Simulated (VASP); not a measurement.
Given:

```
Eu
1.0
   -2.17455     2.17455     2.17455
    2.17455    -2.17455     2.17455
    2.17455     2.17455    -2.17455
Eu
1
Cartesian
  0.00000   0.00000   0.00000
```

These are AM05 GGA, VASP's PBE PAW potentials (set 64) (plane waves; VASP) values and carry that method's errors. Numerical set-up: 520 eV cut-off, 13×13×13 Γ-centred mesh, tetrahedra with Blöchl corrections, potentials Eu_2.

The 4f electrons are frozen in the core of the lanthanide potential, so 4f levels, which can set the real gap, and their magnetism are missing.

Question: Estimate the energy per atom (σ→0), band gap (on the k-mesh) with the smallest direct gap where there is one.

Answer: 
```yaml
band gap (on the k-mesh): none (metal, semimetal or under 0.01 eV)
energy per atom (σ→0): -1947 meV/atom
```

Total energies compare only between runs with the same potentials, cut-off and functional.

The compound is Eu in the bcc structure. It was relaxed first, which changed the volume by -14 %.
